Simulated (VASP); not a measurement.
Ba (bcc) is relaxed at rising pressure, each step from the one before. Symmetry mostly holds the structure type, and other phases were not tried. The mesh follows the cell, and a change of mesh leaves a small step in the series.

Input:

```cif
data_Ba2
_chemical_formula_sum 'Ba2'
_space_group_name_H-M_alt 'Im-3m'
_space_group_IT_number 229
_space_group_name_Hall '-I 4 2 3'
_cell_length_a 4.77415
_cell_length_b 4.77415
_cell_length_c 4.77415
_cell_angle_alpha 90.000
_cell_angle_beta 90.000
_cell_angle_gamma 90.000
loop_
_atom_site_label
_atom_site_type_symbol
_atom_site_symmetry_multiplicity
_atom_site_Wyckoff_symbol
_atom_site_fract_x
_atom_site_fract_y
_atom_site_fract_z
_atom_site_occupancy
Ba1 Ba 2 a 0.00000 0.00000 0.00000 1
```
(The calculation used a cell of 1 atom; values per cell refer to that cell.)

All values below come from LDA (Ceperley-Alder, Perdew-Zunger), VASP's LDA PAW potentials (set 64) (plane waves; VASP). Settings: 500 eV cut-off, 11×11×11 Γ-centred mesh, first-order Methfessel-Paxton smearing of 0.10 eV, potentials Ba_sv.

Unless said otherwise, spin-orbit coupling is left out, though it shifts the bands of the heavy elements here.

```tsv
P (GPa)	V (Å³/atom)	H − H(0) (eV/atom)	space group	gap on the mesh (eV)	k-mesh
0	54.41	0.000	Im-3m	0.00	11×11×11
5	39.73	1.426	Im-3m	0.00	12×12×12
10	?	?	Im-3m	0.00	13×13×13
20	?	?	Im-3m	0.00	13×13×13
30	24.58	6.064	Im-3m	0.00	14×14×14
45	22.19	8.242	Im-3m	0.00	14×14×14
```

Problem. Fill in the missing entries.

Solution. 
- 10, V (Å³/atom): 33.55
- 10, H − H(0) (eV/atom): 2.558
- 20, V (Å³/atom): 27.71
- 20, H − H(0) (eV/atom): 4.450

Pressures at which the relaxation failed are left out.

The compound is Ba in the bcc structure.
